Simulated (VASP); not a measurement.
Consider the following.

```xyz
2
Lattice="0.0000 2.9308 2.9308 2.9308 0.0000 2.9308 2.9308 2.9308 0.0000" Properties=species:S:1:pos:R:3 pbc="T T T"
Pb     0.0000     0.0000     0.0000
S      2.9308     2.9308     2.9308
```

All values below come from PBE GGA, VASP's PBE PAW potentials (set 64) (plane waves; VASP). Run with 300 eV cut-off, 5×5×5 Γ-centred mesh, Fermi-Dirac smearing of 0.010 eV, potentials Pb_d S.

At this cut-off the stress carries a Pulay error, which pulls relaxed volumes low.

**Question.** Estimate the energy per atom (σ→0), pressure.

**Answer.** 
| Quantity | Result |
|---|---|
| energy per atom (σ→0) | -4.364 eV/atom |
| pressure | 3.80 GPa |

Only differences to runs with the same potentials and settings are physical.

The structure is a typed PbS crystal. The cell was not relaxed at this level.
